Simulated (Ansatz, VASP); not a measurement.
# HfC: VASP beside Ansatz, part 2 of 2

One calculation is typed for both programs; each brings its own data sets. How far apart do they land? The cell is taken from a series of runs on this material, whose earlier steps may have relaxed, scaled, displaced or heated it; both programs get it as it stands.

VASP 6.6.1 and Ansatz 0.2.0.

So far: Set-up; Ansatz: zone-centre phonons, PBEsol.

### 3. VASP: zone-centre phonons, PBEsol

Level of this step: PBEsol; plane waves and PAW (C, Hf_pv) (VASP).

The same cell, functional, mesh and smearing now go to VASP, with its own data sets.

Lines of VASP's logs that name or quote its potential files are left out, and so is its time.

INCAR reads:

```
SYSTEM = HfC
PREC = Accurate
ENCUT = 600
EDIFF = 1E-08
NELM = 120
ISMEAR = 1
SIGMA = 0.2
LREAL = .FALSE.
ALGO = Normal
GGA = PS
NBANDS = 13
LASPH = .TRUE.
LORBIT = 11
LWAVE = .FALSE.
LCHARG = .FALSE.
ISIF = 2
IBRION = 8
GGA_COMPAT = .FALSE.
KPAR = 2
```

POSCAR reads:

```
HfC
1.0
    0.0431519647      2.3295355080      2.2939574206
    2.3295355080      0.0431519647      2.2939574206
    2.3726874726      2.3726874726     -0.0000000001
C Hf
1 1
Direct
    0.0000000000      0.0000000000      0.0000000000
    0.5000000000      0.5000000000      0.5000000000
```

KPOINTS reads:

```
Automatic mesh
0
Gamma
16 16 16
0 0 0
```

The projector-augmented-wave data sets are C and Hf_pv (PBE family, release 64).

The run is started by

```bash
> mpirun -np 2 vasp_std
```

Numbers of over 12 decimals in the logs are rounded to 6 here.

Log:

```text
[banner, memory and clock lines left out]
running    2 mpi-ranks, on    1 nodes
 distrk:  each k-point on    1 cores,    2 groups
 distr:  one band on    1 cores,    1 groups

 POSCAR found type information on POSCAR C Hf
 POSCAR found :  2 types and       2 ions
|                                                                             |
|               ----> ADVICE to this user running VASP <----                  |
|                                                                             |
|     You enforced a specific xc type in the INCAR file but a different       |
|     [... a line on the potential file left out ...]
|     I HOPE YOU KNOW WHAT YOU ARE DOING!                                     |
|                                                                             |

 LDA part: xc-table for (Slater+PW92), standard interpolation
 POSCAR, INCAR and KPOINTS ok, starting setup
 FFT: planning ... GRIDC
 FFT: planning ... GRID_SOFT
 FFT: planning ... GRID
 WAVECAR not read
 entering main loop
       N       E                     dE             d eps       ncg     rms          rms(c)
DAV:   1     0.242145937683E+02    0.24215E+02   -0.85393E+03 16154   0.118E+03
DAV:   2    -0.233221822505E+02   -0.47537E+02   -0.44601E+02 20386   0.219E+02
DAV:   3    -0.250532254707E+02   -0.17310E+01   -0.17221E+01 20365   0.299E+01
DAV:   4    -0.250629533698E+02   -0.97279E-02   -0.97243E-02 17837   0.268E+00
DAV:   5    -0.250630211326E+02   -0.67763E-04   -0.67761E-04 20387   0.204E-01    0.590E+01
DAV:   6    -0.222454247168E+02    0.28176E+01   -0.12277E+01 18711   0.186E+01    0.418E+01
DAV:   7    -0.221845403202E+02    0.60884E-01   -0.55624E-01 18441   0.534E+00    0.238E+01
DAV:   8    -0.221724418504E+02    0.12098E-01   -0.63942E-02 19691   0.202E+00    0.519E+00
DAV:   9    -0.221668244828E+02    0.56174E-02   -0.25449E-02 19226   0.886E-01    0.194E+00
DAV:  10    -0.221663892093E+02    0.43527E-03   -0.18136E-03 19457   0.311E-01    0.626E-02
DAV:  11    -0.221663850633E+02    0.41460E-05   -0.85472E-05 18941   0.848E-02    0.201E-02
DAV:  12    -0.221663845152E+02    0.54812E-06   -0.32342E-06 20296   0.148E-02    0.974E-03
DAV:  13    -0.221663843500E+02    0.16522E-06   -0.28831E-07 19704   0.369E-03    0.199E-03
DAV:  14    -0.221663843249E+02    0.25096E-07   -0.23678E-08 18036   0.127E-03    0.977E-04
DAV:  15    -0.221663843373E+02   -0.12468E-07   -0.33231E-09  9258   0.512E-04    0.895E-05
DAV:  16    -0.221663843376E+02   -0.27876E-09   -0.43196E-10  8488   0.198E-04
   1 F= -.22166384E+02 E0= -.22166327E+02  d E =-.170857E-03
 Linear response reoptimize wavefunctions to high precision
DAV:   1    -0.221663843355E+02    0.20893E-08   -0.28313E-11  9428   0.484E-05
DAV:   2    -0.221663843355E+02   -0.22737E-12   -0.38577E-12  8273   0.170E-05
 Linear response DOF=           4
 Linear response progress:
  Degree of freedom:   1/  4
       N       E                     dE             d eps       ncg     rms          rms(c)
RMM:   1    -0.121399976535E+00   -0.12140E+00    0.34436E-02 63743   0.186E+00
RMM:   2    -0.118125140523E+00    0.32748E-02   -0.31674E-03 45884   0.343E-01    0.392E-01
RMM:   3    -0.118495502790E+00   -0.37036E-03   -0.61144E-04 42104   0.142E-01    0.205E-01
RMM:   4    -0.119396227386E+00   -0.90072E-03   -0.37946E-04 43472   0.108E-01    0.363E-02
RMM:   5    -0.119396056970E+00    0.17042E-06   -0.10096E-05 47862   0.234E-02    0.108E-02
RMM:   6    -0.119395170556E+00    0.88641E-06   -0.41037E-07 50971   0.427E-03    0.457E-03
RMM:   7    -0.119384697411E+00    0.10473E-04   -0.87280E-08 49224   0.201E-03    0.270E-03
RMM:   8    -0.119387737633E+00   -0.30402E-05   -0.11460E-08 51333   0.726E-04    0.366E-04
RMM:   9    -0.119387138598E+00    0.59903E-06    0.17537E-10 54158   0.139E-04    0.197E-04
RMM:  10    -0.119387137523E+00    0.10756E-08   -0.36572E-10 55243   0.322E-05    0.699E-05
 first order change of Fermi-energy   0.21158E-03
 force on displaced ion       1 direction 1 :  -7.142  -0.503   0.000
 Linear response progress:
  Degree of freedom:   2/  4
       N       E                     dE             d eps       ncg     rms          rms(c)
RMM:   1    -0.123259815681E+00   -0.12326E+00    0.29336E-02 35547   0.191E+00
RMM:   2    -0.118937431242E+00    0.43224E-02   -0.36654E-03 25917   0.359E-01    0.466E-01
RMM:   3    -0.119312100611E+00   -0.37467E-03   -0.68398E-04 23794   0.150E-01    0.246E-01
RMM:   4    -0.120249426758E+00   -0.93733E-03   -0.40067E-04 24354   0.112E-01    0.405E-02
RMM:   5    -0.120244027373E+00    0.53994E-05   -0.11078E-05 26619   0.247E-02    0.117E-02
RMM:   6    -0.120244520576E+00   -0.49320E-06   -0.41699E-07 28272   0.439E-03    0.456E-03
RMM:   7    -0.120232856613E+00    0.11664E-04   -0.10280E-07 27114   0.220E-03    0.262E-03
RMM:   8    -0.120236471364E+00   -0.36148E-05   -0.12189E-08 28567   0.743E-04    0.407E-04
RMM:   9    -0.120235683905E+00    0.78746E-06   -0.53131E-10 30051   0.149E-04    0.180E-04
RMM:  10    -0.120235663518E+00    0.20387E-07    0.39684E-10 30464   0.346E-05    0.373E-05
RMM:  11    -0.120235661554E+00    0.19640E-08    0.55244E-10 29336   0.936E-06    0.951E-06
 first order change of Fermi-energy   0.11789E-02
 force on displaced ion       1 direction 3 :  -0.000  -0.000  -9.067
 Linear response progress:
  Degree of freedom:   3/  4
       N       E                     dE             d eps       ncg     rms          rms(c)
RMM:   1    -0.216049625464E+00   -0.21605E+00    0.36727E+00 31495   0.120E+01
RMM:   2    -0.212646485447E+00    0.34031E-02   -0.31403E-02 44041   0.129E+00    0.497E-01
RMM:   3    -0.211928210133E+00    0.71828E-03   -0.96699E-04 55764   0.156E-01    0.200E-01
RMM:   4    -0.211432074967E+00    0.49614E-03   -0.77474E-05 60060   0.542E-02    0.128E-01
RMM:   5    -0.210974607145E+00    0.45747E-03   -0.29060E-05 58873   0.399E-02    0.126E-02
RMM:   6    -0.210965344579E+00    0.92626E-05   -0.25163E-06 60640   0.103E-02    0.542E-03
RMM:   7    -0.210974766437E+00   -0.94219E-05    0.43394E-07 64018   0.246E-03    0.571E-03
RMM:   8    -0.210975045640E+00   -0.27920E-06   -0.84141E-07 63256   0.562E-04    0.166E-03
RMM:   9    -0.210975312505E+00   -0.26687E-06   -0.10924E-06 66410   0.271E-04    0.134E-04
RMM:  10    -0.210975627678E+00   -0.31517E-06   -0.86703E-07 63680   0.918E-05    0.182E-05
RMM:  11    -0.210975687051E+00   -0.59373E-07   -0.37177E-07 69377   0.328E-05    0.342E-05
RMM:  12    -0.210975694276E+00   -0.72249E-08   -0.17521E-07 61772   0.122E-05    0.230E-05
RMM:  13    -0.210975704692E+00   -0.10416E-07   -0.85903E-08 56748   0.652E-06    0.619E-06
RMM:  14    -0.210975703196E+00    0.14957E-08   -0.52330E-08 45060   0.383E-06    0.661E-06
 first order change of Fermi-energy  -0.13029E-03
 force on displaced ion       2 direction 1 :  -7.147  -0.506   0.000
 Linear response progress:
  Degree of freedom:   4/  4
       N       E                     dE             d eps       ncg     rms          rms(c)
RMM:   1    -0.214424402253E+00   -0.21442E+00    0.38216E+00 17997   0.121E+01
RMM:   2    -0.211121860883E+00    0.33025E-02   -0.31568E-02 24966   0.130E+00    0.554E-01
RMM:   3    -0.210336578780E+00    0.78528E-03   -0.99347E-04 31103   0.161E-01    0.239E-01
RMM:   4    -0.209790835881E+00    0.54574E-03   -0.88605E-05 33397   0.592E-02    0.143E-01
RMM:   5    -0.209332754364E+00    0.45808E-03   -0.32608E-05 33111   0.416E-02    0.144E-02
RMM:   6    -0.209326217224E+00    0.65371E-05   -0.31010E-06 33721   0.113E-02    0.718E-03
RMM:   7    -0.209333825791E+00   -0.76086E-05   -0.12009E-06 35842   0.253E-03    0.696E-03
RMM:   8    -0.209333852362E+00   -0.26571E-07   -0.27032E-06 35122   0.619E-04    0.207E-03
RMM:   9    -0.209334288047E+00   -0.43569E-06   -0.24819E-06 37048   0.290E-04    0.375E-05
RMM:  10    -0.209334641169E+00   -0.35312E-06   -0.16922E-06 35737   0.983E-05    0.152E-05
RMM:  11    -0.209334704432E+00   -0.63263E-07   -0.77818E-07 38711   0.376E-05    0.337E-05
RMM:  12    -0.209334720592E+00   -0.16160E-07   -0.39513E-07 35703   0.164E-05    0.317E-05
RMM:  13    -0.209334729268E+00   -0.86764E-08   -0.20424E-07 31672   0.863E-06    0.126E-05
RMM:  14    -0.209334728171E+00    0.10977E-08   -0.11808E-07 24675   0.519E-06    0.126E-05
RMM:  15    -0.209334731908E+00   -0.37370E-08   -0.59843E-08 22998   0.349E-06    0.911E-07
 first order change of Fermi-energy  -0.75440E-03
 force on displaced ion       2 direction 3 :  -0.000  -0.000  -9.068
 Linear response finished
```

From OUTCAR (step 3):

```text
ion  position               nearest neighbor table
   1  0.000  0.000  0.000-   2 2.29   2 2.29   2 2.33   2 2.33   2 2.33   2 2.33
   2  0.500  0.500  0.500-   1 2.29   1 2.29   1 2.33   1 2.33   1 2.33   1 2.33

  LATTYP: Found a body centered orthorhombic cell.
 ALAT       =     3.2334346157
 B/A-ratio  =     1.0377469168
 C/A-ratio  =     1.4188982882

 Subroutine GETGRP returns: Found  8 space group operations
 (whereof  8 operations were pure point group operations)

The static configuration has the point symmetry D_2h.

 Found    621 irreducible k-points:

   k-points           NKPTS =    621   k-points in BZ     NKDIM =    621   number of bands    NBANDS=     13

   dimension x,y,z NGX =    28 NGY =   28 NGZ =   28
   dimension x,y,z NGXF=    56 NGYF=   56 NGZF=   56

   ENCUT  =  600.0 eV  44.10 Ry    6.64 a.u.   6.53  6.53  6.70*2*pi/ulx,y,z

   NELECT =      14.0000    total number of electrons

 k-points in reciprocal lattice and weights: Automatic mesh
   0.00000000  0.00000000  0.00000000       0.000
   0.06250000  0.00000000  0.00000000       0.001
   0.12500000  0.00000000  0.00000000       0.001
   0.18750000  0.00000000 -0.00000000       0.001
   0.25000000  0.00000000  0.00000000       0.001
   0.31250000  0.00000000  0.00000000       0.001
   0.37500000  0.00000000 -0.00000000       0.001
   0.43750000  0.00000000 -0.00000000       0.001
   0.50000000  0.00000000  0.00000000       0.000
[...]
0.25000000  0.25000000  0.50000000       0.000
  -0.25000000  0.25000000  0.50000000       0.000

 average (electrostatic) potential at core
       1 -47.8048       2 -35.1466

  Total       -1.0559252     -1.0559252     -0.0662389     -0.9737364      0.0000000      0.0000000
  in kB      -67.9733615    -67.9733615     -4.2640161    -62.6825998      0.0000000      0.0000000
  external PRESSURE =     -46.7369131 kB  Pullay stress =       0.0000000 kB

  energy-cutoff  :      600.00
  volume of cell :       24.89
      direct lattice vectors                 reciprocal lattice vectors
     0.043151965  2.329535508  2.293957421    -0.218685969  0.218685969  0.217963941
     2.329535508  0.043151965  2.293957421     0.218685969 -0.218685969  0.217963941
     2.372687473  2.372687473 -0.000000000     0.210731504  0.210731504 -0.217963941

 POSITION                                       TOTAL-FORCE (eV/Angst)
 -----------------------------------------------------------------------------------
      0.00000      0.00000      0.00000         0.000000     -0.000000      0.000000
      2.37269      2.37269      2.29396        -0.000000      0.000000     -0.000000
 -----------------------------------------------------------------------------------
    total drift:                                0.000000      0.000000      0.000000

 Eigenvectors and eigenvalues of the dynamical matrix
 ----------------------------------------------------

   1 f  =   14.032710 THz    88.170116 2PiTHz  468.080814 cm-1    58.034598 meV
             X         Y         Z           dx          dy          dz
      0.000000  0.000000  0.000000     0.000000    0.000000    0.967959
      2.372687  2.372687  2.293957    -0.000000   -0.000000   -0.251109

   2 f  =   12.885936 THz    80.964725 2PiTHz  429.828567 cm-1    53.291926 meV
             X         Y         Z           dx          dy          dz
      0.000000  0.000000  0.000000     0.684432    0.684432   -0.000000
      2.372687  2.372687  2.293957    -0.177630   -0.177630    0.000000

   3 f  =   12.008042 THz    75.448754 2PiTHz  400.545173 cm-1    49.661250 meV
             X         Y         Z           dx          dy          dz
      0.000000  0.000000  0.000000    -0.684446    0.684446    0.000000
      2.372687  2.372687  2.293957     0.177577   -0.177577   -0.000000

   4 f/i=    0.000183 THz     0.001149 2PiTHz    0.006100 cm-1     0.000756 meV
             X         Y         Z           dx          dy          dz
      0.000000  0.000000  0.000000    -0.000000    0.000000    0.251109
      2.372687  2.372687  2.293957    -0.000000    0.000000    0.967959

   5 f/i=    0.000428 THz     0.002690 2PiTHz    0.014279 cm-1     0.001770 meV
             X         Y         Z           dx          dy          dz
      0.000000  0.000000  0.000000    -0.177577    0.177577   -0.000000
      2.372687  2.372687  2.293957    -0.684446    0.684446   -0.000000

   6 f/i=    0.001459 THz     0.009168 2PiTHz    0.048669 cm-1     0.006034 meV
             X         Y         Z           dx          dy          dz
      0.000000  0.000000  0.000000     0.177630    0.177630   -0.000000
      2.372687  2.372687  2.293957     0.684432    0.684432   -0.000000

 ELASTIC MODULI CONTR FROM IONIC RELAXATION (kBar)
 Direction    XX          YY          ZZ          XY          YZ          ZX
 --------------------------------------------------------------------------------
 XX           0.0000      0.0000      0.0000      0.0000      0.0000      0.0000
 YY           0.0000      0.0000      0.0000      0.0000      0.0000      0.0000
 ZZ           0.0000      0.0000      0.0000      0.0000      0.0000      0.0000
 XY           0.0000      0.0000      0.0000      0.0000      0.0000      0.0000
 YZ           0.0000      0.0000      0.0000      0.0000      0.0000      0.0000
 ZX           0.0000      0.0000      0.0000      0.0000      0.0000      0.0000
 --------------------------------------------------------------------------------
```

### 4. Side by side

Known differences besides the potentials themselves: the data sets hold 30 valence electrons in Ansatz (on its PAW soft_1 files) and 14 in VASP; the cutoff is 420 eV in Ansatz and 600 eV in VASP; Ansatz makes its cores anew for this functional, VASP keeps those of its PBE data sets. Total energies have different zeros and are not compared.

Compared:

| quantity | Ansatz | VASP | difference |
| --- | --- | --- | --- |
| optical mode 1 (cm⁻¹) | 403.4 | 400.5 | +0.71 % |
| optical mode 2 (cm⁻¹) | 432.1 | 429.8 | +0.52 % |
| optical mode 3 (cm⁻¹) | 469.0 | 468.1 | +0.20 % |

Modes are paired by rising frequency, not by their patterns, so a pair may set unlike modes beside each other; they are those without the splitting of longitudinal modes.

### 5. Summary of results

| Item | Value |
| --- | --- |
| r.m.s. difference of the optical zone-centre modes, each program's sorted by frequency (zone-centre phonons, PBEsol) | 2.2 cm⁻¹ |
| difference in optical mode 1 (zone-centre phonons, PBEsol) | +0.7 % |

What this shows: The r.m.s. difference of the optical zone-centre modes, each program's sorted by frequency is 2.2 cm⁻¹ (zone-centre phonons, PBEsol). The data sets hold unlike numbers of valence electrons (30 in Ansatz and 14 in VASP), so part of the differences comes from the potentials. Among the rows given in per cent, the largest difference of the zone-centre phonons, PBEsol pair is in optical mode 1, +0.7 %. Such differences can come from data sets, numerical settings and the points named under the comparisons, not from the functional's error against experiment.

[Lines on the potential files, build, host, timing and source positions are cut from VASP's logs without a mark.]

[Logs are printed without paths, hosts, clocks, repeated set-up lines and the standing remarks that a program may print on its own settings, such as how far it seeks lower states.]

[Hosts, paths, dates, database ids (printed as entryN), source tags and the programs' standing remarks are cut or masked in the printed files.]
